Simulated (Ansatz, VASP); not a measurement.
# Al (ladder Al chain): VASP beside Ansatz, part 2 of 2

Aim: how closely do two programs agree when they are given the same cell, functional and k mesh? The structure shown is the start of the Ansatz relaxation below; VASP solves that cell, so the two are compared at the walk's first step. Other levels of theory on this material are compared in a session of their own.

VASP 6.6.1 and Ansatz 0.2.0.

So far: Starting point; Ansatz: relaxation, RPBE; VASP: single point, RPBE, start cell.

## (4) Comparison

Known differences besides the potentials themselves: the cutoff is 420 eV in Ansatz and 400 eV in VASP; Ansatz makes its cores anew for this functional, VASP keeps those of its PBE data sets. Total energies have different zeros and are not compared.

Forces (eV/Å; atoms numbered as in POSCAR):

| atom | Ansatz x, y, z | VASP x, y, z |
| --- | --- | --- |
| Al1 | -3.207, 0.000, 0.000 | -3.192, 0.000, 0.000 |
| Al2 | 3.207, 0.000, 0.000 | 3.192, 0.000, 0.000 |

The forces differ by 8.8 meV/Å r.m.s., which is 0.5 % of the r.m.s. force of 1.843 eV/Å (both taken over all components). Moments aren't recorded for both runs of this pair, so they may hold unlike magnetic states.

## (5) Ansatz: relaxation, r2SCAN

The two programs are compared at the cell with which this relaxation starts, whose forces are those of its first step.

The structure compared here is the start of the Ansatz relaxation; VASP solves that cell, so the two are compared at the walk's first step.

Input file input.yaml:

```yaml
crystal:
  lattice:
    - [9.0, 0.0, 0.0]
    - [0.0, 7.5, 0.0]
    - [0.0, 0.0, 2.36797]
  atoms:
    - { symbol: Al, position: [0.387604444, 0.5, 0.0], spin: 0.5 }
    - { symbol: Al, position: [0.612395556, 0.5, 0.5], spin: 0.5 }
magnetization:
  spin_polarized: true
kpoints:
  mp_grid: { grid: [1, 1, 34] }
scf:
  occupations: { method: fermi_dirac, width: 0.05 }
hamiltonian:
  xc: r2scan
relax:
  cell: { fix: [a, b, alpha, beta, gamma] }
  max_steps: 60
```

Launch:

```console
$ ansatz run input.yaml --threads 4 --pin off --max-ram 8192MiB --backend cpu --events-out ev --progress --plain --runs-dir out
```

Numbers of over 12 decimals in the logs are rounded to 6 here.

Log:

```text
[...]
Crystal: 2 atoms, lattice volume = 159.838 Å³
Basis set: ecut = 500 eV, 4075 PW (Γ), exchange–correlation on 288×240×72 points (64 copies of the dense FFT grid, shifted against one another)
Bands: 8, of which v1, the nominal top of the filled ones, is band 3 counted from 1 (2 counted from 0)
Symmetry: 8 space group operations
[...]
0.000000       0.237138       0.000000
        0.000000       0.000000      -0.000558
  P = ⅓ Tr σ = -0.0994 GPa (-0.994 kbar)
--- Relaxed structure (6 steps of the walk, 6 accepted, 1 SCFs on fresh bases) ---
[...]
cell:  # Å, volume = 165.0319 Å³
    - [9.0, 0.0, 0.0]
    - [0.0, 7.5, 0.0]
    - [0.0, 0.0, 2.444917]
  atoms:
    - { symbol: Al, position: [0.367187, 0.5, 0.0] }
    - { symbol: Al, position: [0.632813, 0.5, 0.5] }
[key lines of the parts left out:]
SCF converged after 6 iterations
Magnetization: 0.0000 μB (3.0000 up, 3.0000 down)
Free energy (F): -1078.530095 eV
Fermi energy:    -1.710008 eV
```

## (6) VASP: single point, r2SCAN, start cell

The same cell, functional, mesh and smearing now go to VASP, with its own data sets.

Input file INCAR:

```
SYSTEM = Al
PREC = Accurate
ENCUT = 440
EDIFF = 1E-06
NELM = 200
ISMEAR = -1
SIGMA = 0.05
LREAL = .FALSE.
ALGO = Normal
METAGGA = R2SCAN
LASPH = .TRUE.
NBANDS = 10
ISPIN = 2
MAGMOM = -0 -0
LORBIT = 11
LWAVE = .FALSE.
LCHARG = .FALSE.
ISIF = 2
GGA_COMPAT = .FALSE.
LMIXTAU = .TRUE.
KPAR = 2
```

Input file POSCAR:

```
Al
1.0
    9.0000000000      0.0000000000      0.0000000000
    0.0000000000      7.5000000000      0.0000000000
    0.0000000000      0.0000000000      2.3679700000
Al
2
Direct
    0.3876044444      0.5000000000      0.0000000000
    0.6123955556      0.5000000000      0.5000000000
```

Input file KPOINTS:

```
Automatic mesh
0
Gamma
1 1 34
0 0 0
```

The projector-augmented-wave data sets are Al (PBE family, release 64).

Launch:

```console
$ mpirun -np 2 vasp_std
```

Log:

```text
[banner, memory and clock lines left out]
running    2 mpi-ranks, on    1 nodes
[...]
[... a notice as in an earlier step ...]

 LDA part: xc-table for (None), standard interpolation
 POSCAR, INCAR and KPOINTS ok, starting setup
[...]
entering main loop
       N       E                     dE             d eps       ncg     rms          rms(c)
DAV:   1     0.437615348006E+01    0.43762E+01   -0.18024E+03   720   0.342E+02
DAV:   2    -0.114934341343E+02   -0.15870E+02   -0.14819E+02  1018   0.523E+01
DAV:   3    -0.120523016427E+02   -0.55887E+00   -0.55725E+00   960   0.107E+01
DAV:   4    -0.120605729205E+02   -0.82713E-02   -0.82693E-02  1004   0.161E+00
[...]
DAV:  22    -0.106623904432E+02    0.19921E-05   -0.13482E-06   754   0.792E-03    0.606E-04
DAV:  23    -0.106623920818E+02   -0.16386E-05   -0.19370E-07   730   0.322E-03    0.431E-04
DAV:  24    -0.106623927712E+02   -0.68940E-06   -0.30910E-07   748   0.353E-03
   1 F= -.10662393E+02 E0= -.10660568E+02  d E =-.364965E-02  mag=    -0.0000
```

From OUTCAR (step 6):

```text
  Total        5.6630687      0.1952655      5.0500780      0.0000000      0.0000000      0.0000000
  in kB       56.7652359      1.9572939     50.6207647      0.0000000      0.0000000      0.0000000
  external PRESSURE =      36.4477648 kB  Pullay stress =       0.0000000 kB

 POSITION                                       TOTAL-FORCE (eV/Angst)
 -----------------------------------------------------------------------------------
      3.48844      3.75000      0.00000        -2.981258      0.000000      0.000000
      5.51156      3.75000      1.18399         2.981258      0.000000      0.000000
 -----------------------------------------------------------------------------------
    total drift:                                0.000000      0.000000      0.000000

  FREE ENERGIE OF THE ION-ELECTRON SYSTEM (eV)
  ---------------------------------------------------
  free  energy   TOTEN  =       -10.6623927712 eV

  energy  without entropy=      -10.6587431247  energy(sigma->0) =      -10.66056795

[... 2 parts as in an earlier step ...]

[... 2 further parts left out ...]
[key lines of the parts left out:]
E-fermi :  -1.7839
```

## (7) Differences

What differs besides the data sets and the points named for the pairs above, as far as they apply: VASP keeps PBE cores, Ansatz makes them for the functional; the cutoff is 500 eV in Ansatz and 440 eV in VASP. Total energies have different zeros and are not compared.

Forces (eV/Å; atoms numbered as in POSCAR):

| atom | Ansatz x, y, z | VASP x, y, z |
| --- | --- | --- |
| Al1 | -2.983, 0.000, 0.000 | -2.981, 0.000, 0.000 |
| Al2 | 2.983, 0.000, 0.000 | 2.981, 0.000, 0.000 |

The forces differ by 1.2 meV/Å r.m.s., which is 0.1 % of the r.m.s. force of 1.721 eV/Å (both taken over all components). Moments aren't recorded for both runs of this pair, so they may hold unlike magnetic states.

## (8) Summary of results

| Quantity | Value |
| --- | --- |
| r.m.s. force difference (single point, RPBE, start cell) | 0.48 % of the r.m.s. force |
| r.m.s. force difference (single point, r2SCAN, start cell) | 0.069 % of the r.m.s. force |

In words: The r.m.s. force difference is 0.48 % of the r.m.s. force (single point, RPBE, start cell), within the 3 % picked in this series as the mark of a large difference. 8 further runs of this series are not shown here. Such differences can come from data sets, numerical settings and the points named under the comparisons, not from the functional's error against experiment.

[Lines on the potential files, build, host, timing and source positions are cut from VASP's logs without a mark.]

[Logs are printed without paths, hosts, clocks, repeated set-up lines and the standing remarks that a program may print on its own settings, such as how far it seeks lower states.]

[Hosts, paths, dates, database ids (printed as entryN), source tags and the programs' standing remarks are cut or masked in the printed files.]
